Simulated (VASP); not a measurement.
Shape and ions are relaxed at each volume.

Given:

```yaml
crystal:
  lattice:
    - [1.10778, -1.91873, 0.00000]
    - [1.10778, 1.91873, 0.00000]
    - [0.00000, 0.00000, 3.49986]
  atoms:
    - { symbol: Be, position: [0.33333, 0.66667, 0.25000] }
    - { symbol: Be, position: [0.66667, 0.33333, 0.75000] }
```

Computed with PBE GGA with D3 dispersion (Becke-Johnson damping), VASP's PBE PAW potentials (set 64) (plane waves; VASP). Settings: 520 eV cut-off, 19×19×10 Γ-centred mesh, first-order Methfessel-Paxton smearing of 0.10 eV, potentials Be.

Give the energy at these volumes per atom, relative to the lowest: 7.00, 7.22, 7.45, 7.67, 7.89 Å³.

11.8, 2.7, 0.0, 2.8, 10.6 meV/atom. A third-order Birch-Murnaghan fit gives B0 = 133 GPa and B0′ = 3.3.

The compound is Be in the hcp structure. It was relaxed first, which changed the volume by -8 %.
